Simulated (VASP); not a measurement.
Energy against volume of CoAl (CsCl type). Calculation: SCAN meta-GGA, VASP's PBE PAW potentials (set 64) (plane waves; VASP). Run with 520 eV cut-off, 13×13×13 Γ-centred mesh, first-order Methfessel-Paxton smearing of 0.10 eV, potentials Al Co.

| V (Å³/atom) | E (eV/atom) |
|---|---|
| 10.430 | -13.12841 |
| 10.763 | -13.15208 |
| 11.096 | -13.15838 |
| 11.429 | -13.15162 |

**Question.** Fit these four points and predict the energy of the run at 11.762 Å³/atom.

**Answer.** A cubic in V^(−2/3), the third-order Birch-Murnaghan form, passes through the four points with V0 = 11.07 Å³/atom and B0 = 212 GPa, and gives -13.1352 eV/atom there. The run gave -13.1338 eV/atom, +1.4 meV/atom from the fit; all five points give B0 = 219 GPa.

The compound is CoAl in the CsCl type structure. It was relaxed first, which changed the volume by -5 %. The run is not spin-polarised, so no magnetic state was tried.
